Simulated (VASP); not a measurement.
Runs of VASP 6.6.1 on RuSe. It takes space group Fm-3m (No. 225, cubic). The conventional cell has a = 5.355 Å, b = 5.355 Å, c = 5.355 Å, α = 90.00°, β = 90.00°, γ = 90.00°. Ru (site symmetry m-3m) has 6 Se at 2.68 Å as nearest neighbours. Around Se (site symmetry m-3m) lie 6 Ru at 2.68 Å. The cell comes from a database or a generator and needn't be the stable form of this composition.

```tsv
level	spin	U	fixed moment (μB)	further INCAR settings	gap on the mesh (eV)	pressure (GPa)	moment (μB)
LDA+U	collinear, ferromagnetic start	Ru d U = 2 eV	-	ALGO = Normal; EDIFF = 1e-06	none	(a)	0.99
LDA	non-collinear, random start	-	-	ALGO = Normal; EDIFF = 1e-06	none	-20.5	0.06
LDA	collinear, ferromagnetic start	-	1	ALGO = Fast; EDIFF = 1e-07; NBANDS = 21	-	-19.3	1.00
LDA+U	collinear, ferromagnetic start	Ru d U = 2 eV	0	ALGO = Normal; EDIFF = 1e-06	-	-19.4	0.00
LDA	collinear, random start	-	-	ALGO = Fast; EDIFF = 1e-06; NBANDS = 21	none	(b)	1.13
```

Alike in all rows: task single point; potentials or basis VASP PAW LDA potentials, release 64 (Ru_pv, Se); cell as given; k mesh 6 × 6 × 6; cutoff (eV) 520; smearing gaussian 0.05 eV.

**Question.** Estimate the missing entries.

**Answer.** (a) -19.2; (b) -19.0.

Caveats: so large a pressure means that the cell lies far from this level's equilibrium, or that cutoff or potentials fall short (some runs); the total moment is fixed, so each spin has its own Fermi level (some runs).

A k mesh can miss the band edges, and the runs leave out spin-orbit coupling on Ru, Se.

A gap of «none» marks a metal or a gap under the smearing width.
